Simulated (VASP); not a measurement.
# How k-mesh and smearing change a VASP run on LaSi3Ir, part 2 of 4

Aim: find what the k-mesh and smearing change for LaSi3Ir, and what they cost. The series runs use r2SCAN. The start is a cell from a database of measured crystal structures.

VASP 6.6.1; r2SCAN; plane waves and PAW (La, Si, Ir).

So far. Step 5 (K-mesh: 5 5 5): Against the run before the energy moves by +15.44 meV an atom and the pressure by -0.12 GPa, after 19 cycles in 37 s.

## (6) K-mesh: 7 7 7

Input file INCAR:

```
SYSTEM = LaSi3Ir
PREC = Accurate
ENCUT = 400
EDIFF = 1E-06
NELM = 100
ISMEAR = -1
SIGMA = 0.05
LREAL = .FALSE.
ALGO = Normal
METAGGA = R2SCAN
LASPH = .TRUE.
NBANDS = 22
LORBIT = 11
LWAVE = .FALSE.
LCHARG = .FALSE.
KPAR = 4
ISIF = 2
```

Input file POSCAR:

```
LaSi3Ir
1.0
    0.0000000000     -4.2780000000      0.0000000000
   -4.2780000000      0.0000000000      0.0000000000
    2.1390000000     -2.1390000000     -4.9150000000
La Si Ir
1 3 1
Direct
    0.0000000000      0.0000000000      0.0000000000
    0.7615000000      0.7385000000      0.4770000000
    0.2615000000      0.2385000000      0.4770000000
    0.4112000000      0.5888000000      0.1776000000
    0.6553000000      0.3447000000      0.6894000000
```

Input file KPOINTS:

```
Automatic mesh
0
Gamma
7 7 7
0 0 0
```

PAW data sets: La, Si and Ir (PBE family, release 64).

The run is started by

```sh
mpirun -np 4 vasp_std
```

Output:

```text
[... set-up lines as in an earlier step ...]
 entering main loop
       N       E                     dE             d eps       ncg     rms          rms(c)
DAV:   1     0.139537062220E+03    0.13954E+03   -0.10519E+04  1776   0.150E+03
DAV:   2    -0.720612919859E+02   -0.21160E+03   -0.19063E+03  2086   0.293E+02
DAV:   3    -0.117282157904E+03   -0.45221E+02   -0.42040E+02  2544   0.122E+02
DAV:   4    -0.120367901401E+03   -0.30857E+01   -0.29490E+01  3212   0.357E+01
[...]
DAV:  18    -0.112937997370E+03    0.11452E-05   -0.87923E-06  2880   0.203E-02    0.140E-02
DAV:  19    -0.112937996121E+03    0.12487E-05   -0.10386E-06  1930   0.826E-03    0.158E-02
DAV:  20    -0.112937995241E+03    0.88034E-06   -0.43128E-07  1546   0.754E-03
   1 F= -.11293800E+03 E0= -.11293229E+03  d E =-.114088E-01
```

Run time: 58 s. Hardware: 4 MPI ranks of Intel Xeon Platinum 8488C (Sapphire Rapids), shared host; peak memory 0.9 GiB.

Parts of OUTCAR (step 6):

```text
  Total        0.7897745      0.7897745      0.6110786      0.0000000      0.0000000      0.0000000
  in kB       14.0672310     14.0672310     10.8843517      0.0000000      0.0000000      0.0000000
  external PRESSURE =      13.0062712 kB  Pullay stress =       0.0000000 kB

 POSITION                                       TOTAL-FORCE (eV/Angst)
 -----------------------------------------------------------------------------------
      0.00000      0.00000      0.00000        -0.000000      0.000000     -0.154867
     -2.13900     -4.27800     -2.34445        -0.000000      0.000000      0.206458
     -0.00000     -2.13900     -2.34445        -0.000000      0.000000      0.206458
     -2.13900     -2.13900     -0.87290        -0.000000      0.000000      0.112434
     -0.00000     -4.27800     -3.38840         0.000000     -0.000000     -0.370483
 -----------------------------------------------------------------------------------
    total drift:                                0.001055     -0.001055     -0.006735

  FREE ENERGIE OF THE ION-ELECTRON SYSTEM (eV)
  ---------------------------------------------------
  free  energy   TOTEN  =      -112.9379952406 eV

  energy  without entropy=     -112.9265864418  energy(sigma->0) =     -112.93229084

[... 1 part as in an earlier step ...]

[... 2 further parts left out ...]
[key lines of the parts left out:]
E-fermi :   9.5661
```

Against the run before the energy moves by +0.14 meV an atom and the pressure by +0.13 GPa, after 20 cycles in 58 s.

## (7) K-mesh: 9 9 9

INCAR is that of step 6.

POSCAR is that of step 6.

Input file KPOINTS:

```
Automatic mesh
0
Gamma
9 9 9
0 0 0
```

The run is started by

```sh
mpirun -np 4 vasp_std
```

Output:

```text
[... set-up lines as in an earlier step ...]
 entering main loop
       N       E                     dE             d eps       ncg     rms          rms(c)
DAV:   1     0.141120337722E+03    0.14112E+03   -0.10600E+04  3316   0.150E+03
DAV:   2    -0.718412050219E+02   -0.21296E+03   -0.19172E+03  3906   0.294E+02
DAV:   3    -0.117161817370E+03   -0.45321E+02   -0.42491E+02  4812   0.125E+02
DAV:   4    -0.120341559963E+03   -0.31797E+01   -0.29649E+01  6046   0.366E+01
[...]
DAV:  15    -0.112937021247E+03    0.67734E-05   -0.45479E-05  5328   0.688E-02    0.485E-03
DAV:  16    -0.112937022309E+03   -0.10620E-05   -0.50818E-06  4800   0.155E-02    0.128E-03
DAV:  17    -0.112937022146E+03    0.16329E-06   -0.36733E-07  2996   0.699E-03
   1 F= -.11293702E+03 E0= -.11293109E+03  d E =-.118634E-01
```

Wall time 82 s (4 MPI ranks); peak memory 1.1 GiB.

OUTCAR, selected parts (step 7):

```text
  Total        0.8373042      0.8373042      0.6658198      0.0000000      0.0000000      0.0000000
  in kB       14.9138162     14.9138162     11.8593852      0.0000000      0.0000000      0.0000000
  external PRESSURE =      13.8956725 kB  Pullay stress =       0.0000000 kB

 POSITION                                       TOTAL-FORCE (eV/Angst)
 -----------------------------------------------------------------------------------
      0.00000      0.00000      0.00000         0.000000     -0.000000     -0.092277
     -2.13900     -4.27800     -2.34445         0.000000     -0.000000      0.154696
     -0.00000     -2.13900     -2.34445         0.000000     -0.000000      0.154696
     -2.13900     -2.13900     -0.87290         0.000000     -0.000000      0.124474
     -0.00000     -4.27800     -3.38840        -0.000000      0.000000     -0.341589
 -----------------------------------------------------------------------------------
    total drift:                               -0.000460      0.000460     -0.002537

  FREE ENERGIE OF THE ION-ELECTRON SYSTEM (eV)
  ---------------------------------------------------
  free  energy   TOTEN  =      -112.9370221459 eV

  energy  without entropy=     -112.9251587762  energy(sigma->0) =     -112.93109046

[... 1 part as in an earlier step ...]

[... 2 further parts left out ...]
[key lines of the parts left out:]
E-fermi :   9.5972
```

Against the run before the energy moves by +0.24 meV an atom and the pressure by +0.09 GPa, after 17 cycles in 82 s.

## (8) K-mesh: 11 11 11

INCAR is that of step 7.

POSCAR is that of step 7.

Input file KPOINTS:

```
Automatic mesh
0
Gamma
11 11 11
0 0 0
```

The run is started by

```sh
mpirun -np 4 vasp_std
```

Output:

```text
[... set-up lines as in an earlier step ...]
 entering main loop
       N       E                     dE             d eps       ncg     rms          rms(c)
DAV:   1     0.142071516442E+03    0.14207E+03   -0.10569E+04  5600   0.150E+03
DAV:   2    -0.711175020994E+02   -0.21319E+03   -0.19255E+03  6510   0.292E+02
DAV:   3    -0.117313497841E+03   -0.46196E+02   -0.43239E+02  8178   0.125E+02
DAV:   4    -0.120366503166E+03   -0.30530E+01   -0.29360E+01 10056   0.373E+01
[...]
DAV:  24    -0.112937703062E+03    0.16390E-04   -0.82859E-05  8208   0.813E-02    0.676E-03
DAV:  25    -0.112937701428E+03    0.16334E-05   -0.17179E-05  9420   0.251E-02    0.204E-03
DAV:  26    -0.112937701129E+03    0.29923E-06   -0.25827E-06  7440   0.117E-02
   1 F= -.11293770E+03 E0= -.11293162E+03  d E =-.121579E-01
```

It took 3.1 min on 4 MPI ranks; peak memory 1.4 GiB.

OUTCAR, selected parts (step 8):

```text
  Total        0.8126491      0.8126491      0.6711062      0.0000000      0.0000000      0.0000000
  in kB       14.4746669     14.4746669     11.9535463      0.0000000      0.0000000      0.0000000
  external PRESSURE =      13.6342934 kB  Pullay stress =       0.0000000 kB

 POSITION                                       TOTAL-FORCE (eV/Angst)
 -----------------------------------------------------------------------------------
      0.00000      0.00000      0.00000        -0.000000      0.000000     -0.106418
     -2.13900     -4.27800     -2.34445        -0.000000      0.000000      0.156648
     -0.00000     -2.13900     -2.34445        -0.000000      0.000000      0.156648
     -2.13900     -2.13900     -0.87290        -0.000000      0.000000      0.139054
     -0.00000     -4.27800     -3.38840         0.000000     -0.000000     -0.345931
 -----------------------------------------------------------------------------------
    total drift:                               -0.000406      0.000406     -0.001860

  FREE ENERGIE OF THE ION-ELECTRON SYSTEM (eV)
  ---------------------------------------------------
  free  energy   TOTEN  =      -112.9377011289 eV

  energy  without entropy=     -112.9255432768  energy(sigma->0) =     -112.93162220

[... 1 part as in an earlier step ...]

[... 2 further parts left out ...]
[key lines of the parts left out:]
E-fermi :   9.6067
```

Against the run before the energy moves by -0.11 meV an atom and the pressure by -0.03 GPa, after 26 cycles in 3.1 min.

## (9) The k-mesh series as a table

This step: convergence of r2SCAN results with the mesh; plane waves and PAW (VASP 6.6.1).

No new run; the numbers come from the runs before.

Differences are taken from the run with 11 11 11. Results of the series, by row:

```tsv
setting	status	energy less the reference (meV/atom)	pressure (GPa)	largest force difference (meV/Å)	SCF cycles	wall time (s)
2 2 2	converged	-44.18	0.1107	1801	15	13.6
3 3 3	converged	-60.81	1.06	504.1	38	40
4 4 4	converged	-15.71	1.291	259.8	16	27
5 5 5	converged	-0.2761	1.175	116.7	19	37
7 7 7	converged	-0.1337	1.301	49.81	20	58
9 9 9	converged	0.1063	1.39	14.58	17	82
11 11 11	converged	0	1.363	0	26	184
```

## (10) Smearing: ISMEAR = -1, SIGMA = 0.01

This step: r2SCAN; plane waves and PAW (La, Si, Ir) (VASP 6.6.1).

Smearing steadies the sum over the Fermi surface at the price of an entropy term.

Edit INCAR of step 8 so:

```diff
@@ -6,3 +6,3 @@
 ISMEAR = -1
-SIGMA = 0.05
+SIGMA = 0.01
 LREAL = .FALSE.
```

POSCAR is that of step 8.

Input file KPOINTS:

```
Automatic mesh
0
Gamma
7 7 7
0 0 0
```

The run is started by

```sh
mpirun -np 4 vasp_std
```

Output:

```text
[... set-up lines as in an earlier step ...]
 entering main loop
       N       E                     dE             d eps       ncg     rms          rms(c)
DAV:   1     0.139551599364E+03    0.13955E+03   -0.10519E+04  1776   0.150E+03
DAV:   2    -0.720267555520E+02   -0.21158E+03   -0.19057E+03  2086   0.293E+02
DAV:   3    -0.117277892638E+03   -0.45251E+02   -0.42237E+02  2544   0.122E+02
DAV:   4    -0.120364936299E+03   -0.30870E+01   -0.29496E+01  3212   0.358E+01
DAV:   5    -0.120529504404E+03   -0.16457E+00   -0.16100E+00  2718   0.779E+00    0.170E+01
DAV:   6    -0.113374302378E+03    0.71552E+01   -0.14143E+01  2912   0.307E+01    0.589E+00
DAV:   7    -0.112916461874E+03    0.45784E+00   -0.43005E+00  2920   0.204E+01    0.509E+00
DAV:   8    -0.112954704743E+03   -0.38243E-01   -0.60228E-01  3136   0.521E+00    0.163E+00
DAV:   9    -0.112929942058E+03    0.24763E-01   -0.24159E-01  3024   0.472E+00    0.765E-01
DAV:  10    -0.112933587065E+03   -0.36450E-02   -0.22337E-02  2904   0.109E+00    0.245E-01
DAV:  11    -0.112932901354E+03    0.68571E-03   -0.45966E-03  3208   0.593E-01    0.103E-01
DAV:  12    -0.112932997951E+03   -0.96597E-04   -0.13003E-03  3256   0.281E-01    0.398E-02
DAV:  13    -0.112932994695E+03    0.32556E-05   -0.14800E-04  3384   0.117E-01    0.140E-02
DAV:  14    -0.112933317520E+03   -0.32282E-03   -0.28124E-03  2496   0.394E-01    0.487E-02
DAV:  15    -0.112932975183E+03    0.34234E-03   -0.25911E-03  2536   0.425E-01    0.240E-02
DAV:  16    -0.112932997437E+03   -0.22254E-04   -0.23169E-04  3140   0.776E-02    0.162E-02
DAV:  17    -0.112932993757E+03    0.36792E-05   -0.15920E-05  2744   0.259E-02    0.189E-02
DAV:  18    -0.112932990206E+03    0.35515E-05   -0.54537E-06  2642   0.161E-02    0.222E-02
DAV:  19    -0.112932986588E+03    0.36178E-05   -0.29178E-06  2232   0.135E-02    0.264E-02
DAV:  20    -0.112933039371E+03   -0.52783E-04   -0.21909E-04  2314   0.860E-02    0.882E-03
DAV:  21    -0.112933413029E+03   -0.37366E-03   -0.44011E-03  2496   0.486E-01    0.529E-02
DAV:  22    -0.112933031144E+03    0.38188E-03   -0.32491E-03  2632   0.497E-01    0.118E-02
DAV:  23    -0.112933031766E+03   -0.62152E-06   -0.52965E-04  3288   0.105E-01    0.391E-03
DAV:  24    -0.112933030266E+03    0.14996E-05   -0.14837E-05  2400   0.261E-02    0.435E-03
DAV:  25    -0.112933027598E+03    0.26675E-05   -0.10603E-05  2664   0.232E-02    0.326E-03
DAV:  26    -0.112933026588E+03    0.10107E-05   -0.71267E-05  2536   0.830E-02    0.160E-02
DAV:  27    -0.112933034152E+03   -0.75641E-05   -0.11789E-04  2592   0.100E-01    0.225E-03
DAV:  28    -0.112933038563E+03   -0.44109E-05   -0.25628E-05  2752   0.494E-02    0.753E-03
DAV:  29    -0.112933034137E+03    0.44261E-05   -0.24776E-05  2640   0.461E-02    0.987E-04
DAV:  30    -0.112933034081E+03    0.55069E-07   -0.16530E-06  2170   0.980E-03
   1 F= -.11293303E+03 E0= -.11293291E+03  d E =-.243586E-03
```

The job ended after 81 s (4 MPI ranks; peak memory 0.88 GiB).

From OUTCAR (step 10):

```text
   NELECT =      32.0000    total number of electrons

 E-fermi :   9.5370

 k-point     1 :       0.0000    0.0000    0.0000
  band No.  band energies     occupation
    ...
     11       6.1494      2.00000
     12       6.2066      2.00000
     13       6.7434      2.00000
     14       7.8326      2.00000
     15       7.8326      2.00000
     16       9.6457      0.00004
     17       9.6457      0.00004
     18      10.9251      0.00000
     19      11.7216      0.00000
     20      12.0814      0.00000
    ...

  Total        0.7648827      0.7648827      0.6614115      0.0000000      0.0000000      0.0000000
  in kB       13.6238644     13.6238644     11.7808660      0.0000000      0.0000000      0.0000000
  external PRESSURE =      13.0095316 kB  Pullay stress =       0.0000000 kB

 POSITION                                       TOTAL-FORCE (eV/Angst)
 -----------------------------------------------------------------------------------
      0.00000      0.00000      0.00000        -0.000000      0.000000     -0.165781
     -2.13900     -4.27800     -2.34445        -0.000000      0.000000      0.224710
     -0.00000     -2.13900     -2.34445        -0.000000      0.000000      0.224710
     -2.13900     -2.13900     -0.87290        -0.000000      0.000000      0.094020
     -0.00000     -4.27800     -3.38840         0.000000     -0.000000     -0.377659
 -----------------------------------------------------------------------------------
    total drift:                               -0.000440      0.000440     -0.001723

  FREE ENERGIE OF THE ION-ELECTRON SYSTEM (eV)
  ---------------------------------------------------
  free  energy   TOTEN  =      -112.9330340815 eV

  energy  without entropy=     -112.9327904951  energy(sigma->0) =     -112.93291229

[... 7 parts as in an earlier step ...]

[... 10 further parts left out ...]
```

Numbers from this step:

| Item | Value |
| --- | --- |
| SCF cycles | 30 |
| irreducible k-points | 40 |
| free energy (TOTEN) | -112.9330 eV |
| energy at zero smearing | -112.9329 eV |
| Fermi energy | 9.537 eV |
| pressure | 1.301 GPa |

The series starts at -22.5866 eV an atom and 1.30 GPa, after 30 cycles in 81 s. The entropy term T·S comes to 0.05 meV an atom in size.

## (11) Smearing: ISMEAR = -1, SIGMA = 0.05

Edit INCAR of step 10 so:

```diff
@@ -6,3 +6,3 @@
 ISMEAR = -1
-SIGMA = 0.01
+SIGMA = 0.05
 LREAL = .FALSE.
```

POSCAR is that of step 10.

KPOINTS is that of step 10.

The run is started by

```sh
mpirun -np 4 vasp_std
```

Output:

```text
[... set-up lines as in an earlier step ...]
 entering main loop
       N       E                     dE             d eps       ncg     rms          rms(c)
[... 20 cycles as in an earlier step ...]
   1 F= -.11293800E+03 E0= -.11293229E+03  d E =-.114088E-01
```

The job ended after 55 s (4 MPI ranks; peak memory 0.88 GiB).

Parts of OUTCAR (step 11):

```text
[... 6 parts as in an earlier step ...]

[... 1 further part left out ...]
[key lines of the parts left out:]
E-fermi :   9.5661
```

Against the run before the energy at zero width moves by +0.12 meV an atom while the pressure stays within 0.01 GPa, after 20 cycles in 55 s. The entropy term T·S comes to 2.28 meV an atom in size.

## (12) Smearing: ISMEAR = -1, SIGMA = 0.1

Edit INCAR of step 11 so:

```diff
@@ -6,3 +6,3 @@
 ISMEAR = -1
-SIGMA = 0.05
+SIGMA = 0.1
 LREAL = .FALSE.
```

POSCAR is that of step 11.

KPOINTS is that of step 11.

The run is started by

```sh
mpirun -np 4 vasp_std
```

Output:

```text
[... set-up lines as in an earlier step ...]
 entering main loop
       N       E                     dE             d eps       ncg     rms          rms(c)
DAV:   1     0.139490926323E+03    0.13949E+03   -0.10519E+04  1776   0.150E+03
DAV:   2    -0.721615934098E+02   -0.21165E+03   -0.19087E+03  2086   0.293E+02
DAV:   3    -0.117292566726E+03   -0.45131E+02   -0.41731E+02  2544   0.122E+02
DAV:   4    -0.120381151418E+03   -0.30886E+01   -0.29494E+01  3212   0.357E+01
[...]
DAV:  19    -0.112955295447E+03   -0.23142E-04   -0.12601E-04  2560   0.799E-02    0.615E-03
DAV:  20    -0.112955330555E+03   -0.35108E-04   -0.11157E-05  2928   0.320E-02    0.996E-04
DAV:  21    -0.112955330616E+03   -0.61160E-07   -0.30660E-07  1578   0.538E-03
   1 F= -.11295533E+03 E0= -.11293190E+03  d E =-.468650E-01
```

Elapsed: 57 s, on 4 MPI ranks; peak memory 0.89 GiB; 3.8 min of CPU time.

From OUTCAR (step 12):

```text
  Total        0.8583348      0.8583348      0.6006203      0.0000000      0.0000000      0.0000000
  in kB       15.2884059     15.2884059     10.6980714      0.0000000      0.0000000      0.0000000
  external PRESSURE =      13.7582944 kB  Pullay stress =       0.0000000 kB

 POSITION                                       TOTAL-FORCE (eV/Angst)
 -----------------------------------------------------------------------------------
      0.00000      0.00000      0.00000        -0.000000      0.000000     -0.129360
     -2.13900     -4.27800     -2.34445        -0.000000     -0.000000      0.188075
     -0.00000     -2.13900     -2.34445         0.000000      0.000000      0.188075
     -2.13900     -2.13900     -0.87290        -0.000000      0.000000      0.113266
     -0.00000     -4.27800     -3.38840         0.000000     -0.000000     -0.360057
 -----------------------------------------------------------------------------------
    total drift:                               -0.000410      0.000410     -0.001504

  FREE ENERGIE OF THE ION-ELECTRON SYSTEM (eV)
  ---------------------------------------------------
  free  energy   TOTEN  =      -112.9553306159 eV

  energy  without entropy=     -112.9084655719  energy(sigma->0) =     -112.93189809

[... 2 parts as in an earlier step ...]

[... 1 further part left out ...]
[key lines of the parts left out:]
E-fermi :   9.5826
```

Against the run before the energy at zero width moves by +0.08 meV an atom and the pressure by +0.08 GPa, after 21 cycles in 57 s. The entropy term T·S comes to 9.37 meV an atom in size.

## (13) Smearing: ISMEAR = -1, SIGMA = 0.2

Edit INCAR of step 12 so:

```diff
@@ -6,3 +6,3 @@
 ISMEAR = -1
-SIGMA = 0.1
+SIGMA = 0.2
 LREAL = .FALSE.
```

POSCAR is that of step 12.

KPOINTS is that of step 12.

The run is started by

```sh
mpirun -np 4 vasp_std
```

Output:

```text
[... set-up lines as in an earlier step ...]
 entering main loop
       N       E                     dE             d eps       ncg     rms          rms(c)
DAV:   1     0.139302536664E+03    0.13930E+03   -0.10519E+04  1776   0.150E+03
DAV:   2    -0.725037616480E+02   -0.21181E+03   -0.19164E+03  2086   0.294E+02
DAV:   3    -0.117330364837E+03   -0.44827E+02   -0.41085E+02  2544   0.123E+02
DAV:   4    -0.120447026592E+03   -0.31167E+01   -0.29516E+01  3212   0.357E+01
[...]
DAV:  17    -0.113028517973E+03   -0.64779E-06   -0.19663E-05  3046   0.235E-02    0.764E-03
DAV:  18    -0.113028516507E+03    0.14657E-05   -0.78612E-06  2626   0.175E-02    0.118E-02
DAV:  19    -0.113028516799E+03   -0.29131E-06   -0.49748E-07  1596   0.779E-03
   1 F= -.11302852E+03 E0= -.11292880E+03  d E =-.199424E+00
```

The job ended after 53 s (4 MPI ranks; peak memory 0.88 GiB; 3.5 min of CPU time).

Parts of OUTCAR (step 13):

```text
  Total        0.9211435      0.9211435      0.5703478      0.0000000      0.0000000      0.0000000
  in kB       16.4071360     16.4071360     10.1588673      0.0000000      0.0000000      0.0000000
  external PRESSURE =      14.3243798 kB  Pullay stress =       0.0000000 kB

 POSITION                                       TOTAL-FORCE (eV/Angst)
 -----------------------------------------------------------------------------------
      0.00000      0.00000      0.00000        -0.000000      0.000000     -0.091806
     -2.13900     -4.27800     -2.34445         0.000000     -0.000000      0.168507
     -0.00000     -2.13900     -2.34445         0.000000      0.000000      0.168507
     -2.13900     -2.13900     -0.87290        -0.000000      0.000000      0.089066
     -0.00000     -4.27800     -3.38840         0.000000      0.000000     -0.334273
 -----------------------------------------------------------------------------------
    total drift:                                0.000022     -0.000022     -0.003594

  FREE ENERGIE OF THE ION-ELECTRON SYSTEM (eV)
  ---------------------------------------------------
  free  energy   TOTEN  =      -113.0285167987 eV

  energy  without entropy=     -112.8290930262  energy(sigma->0) =     -112.92880491

[... 2 parts as in an earlier step ...]

[... 1 further part left out ...]
[key lines of the parts left out:]
E-fermi :   9.5847
```

Against the run before the energy at zero width moves by +0.62 meV an atom and the pressure by +0.06 GPa, after 19 cycles in 53 s. The entropy term T·S comes to 39.88 meV an atom in size.

(Part 2 of 4 ends here.)

[Lines on the potential files, build, host, timing and source positions are cut from VASP's logs without a mark.]

[Logs are printed without paths, hosts, clocks, repeated set-up lines and the standing remarks that a program may print on its own settings, such as how far it seeks lower states.]

[Hosts, paths, dates, database ids (printed as entryN), source tags and the programs' standing remarks are cut or masked in the printed files.]

[A measured line is paired with the nearest computed mode of its activity, which favours agreement.]
